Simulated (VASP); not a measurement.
Input:

```xyz
8
Lattice="-2.6806 2.6806 5.2150 2.6806 -2.6806 5.2150 2.6806 2.6806 -5.2150" Properties=species:S:1:pos:R:3 pbc="T T T"
Zn     2.6806     2.6806     5.2150
Zn     0.0000     2.6806     2.6075
Si     2.6806     2.6806     0.0000
Si     2.6806     0.0000     2.6075
P      1.2597     1.3403     6.5187
P      1.3403    -1.2597     3.9112
P      1.4210     1.3403     1.3037
P      1.3403     3.9403    -1.3037
```

These are PBEsol GGA, VASP's PBE PAW potentials (set 64) (plane waves; VASP) values and carry that method's errors. Settings: 400 eV cut-off, 7×7×7 Γ-centred mesh, tetrahedra with Blöchl corrections, potentials Zn Si P.

The cores are frozen, which limits the accuracy of field gradients.

Problem. Give the principal components of the electric field gradient (V/Å²) and the asymmetry η at each nucleus.

Solution. 
```
atom   Vxx   Vyy    Vzz     η
----  ----  ----  -----  ----
Zn1   -5.6  -5.6   11.2  0.00
Zn2   -5.6  -5.6   11.2  0.00
Si3    0.0   0.0    0.0     -
Si4    0.0   0.0    0.0     -
P5    44.6   3.0  -47.6  0.87
P6    44.6   3.0  -47.6  0.87
P7    44.6   3.0  -47.6  0.87
P8    44.6   3.0  -47.6  0.87
```

The compound is ZnSiP2 in the chalcopyrite structure. It was relaxed first.
